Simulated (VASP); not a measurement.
An input for Ansatz (written as the equivalent of a VASP run, and not itself run):

Ansatz 0.2 input:
```yaml
crystal:
  lattice:
    - [4.0266386, 0.0000000, 0.0000000]
    - [-2.0133193, 3.4871712, 0.0000000]
    - [0.0000000, 0.0000000, 7.3193002]
  atoms:
    - { symbol: Pd, position: [0.3333330, 0.6666670, 0.0109584] }
    - { symbol: Pd, position: [0.6666670, 0.3333330, 0.5109584] }
    - { symbol: Sb, position: [0.3333330, 0.6666670, 0.3640416] }
    - { symbol: Sb, position: [0.6666670, 0.3333330, 0.8640416] }
kpoints:
  mp_grid: { grid: [8, 8, 4] }
hamiltonian:
  xc: pbesol
  pseudopotentials: { kind: paw }
scf:
  occupations: { method: methfessel_paxton, width: 0.1 }
  max_iter: 100
relax:
  max_steps: 60
  f_tol: 0.02
  cell: {}
output: { forces: true, stress: true, eigenvalues: true }
```

Task: Write the VASP files for the same calculation (PBEsol).

Result: This is not unique; one that fits is 
**POSCAR**
```
PdSb
1
    4.0266386054    -0.0000000000     0.0000000000
   -2.0133193027     3.4871712124    -0.0000000000
    0.0000000000    -0.0000000000     7.3193001769
Pd Sb
2 2
Direct
  0.3333330000   0.6666670000   0.0109584349
  0.6666670000   0.3333330000   0.5109584349
  0.3333330000   0.6666670000   0.3640415651
  0.6666670000   0.3333330000   0.8640415651
```

### KPOINTS
```
Automatic mesh
0
Gamma
8 8 4
0 0 0
```

INCAR:
```
! general
SYSTEM  = PdSb
PREC    = Accurate
ENCUT   = 400   ! plane-wave cut-off (eV)
LREAL   = .False.
LASPH   = .True.   ! aspherical one-centre terms

! electronic loop
EDIFF   = 1E-6
NELM    = 100   ! most electronic steps
ALGO    = Normal   ! blocked Davidson
LMAXMIX = 4

! smearing
ISMEAR  = 1   ! Methfessel-Paxton
SIGMA   = 0.1   ! width (eV)

! functional
GGA     = PS

! ions
IBRION  = 2
NSW     = 60   ! most ionic steps
ISIF    = 3
EDIFFG  = -0.02   ! ionic stop

! output
LWAVE   = .False.
LCHARG  = .False.
```

POTCAR, in this order: Pd Sb (PBE.64 set). Program: vasp_std.

What does not carry over: each code has its own PAW files, so the cut-off isn't converted (ENCUT is set for VASP's; basis.ecutwfc is left out, and Ansatz then takes the one that its files recommend); Ansatz stops its SCF on the density residual and VASP on the energy change (EDIFF).

The structure was generated: PdSb was put into the wurtzite type (P6_3mc), which need not be its known phase. This run relaxes it. Symmetry was kept, so distortions that lower it aren't found. The start is the result of an earlier pass.
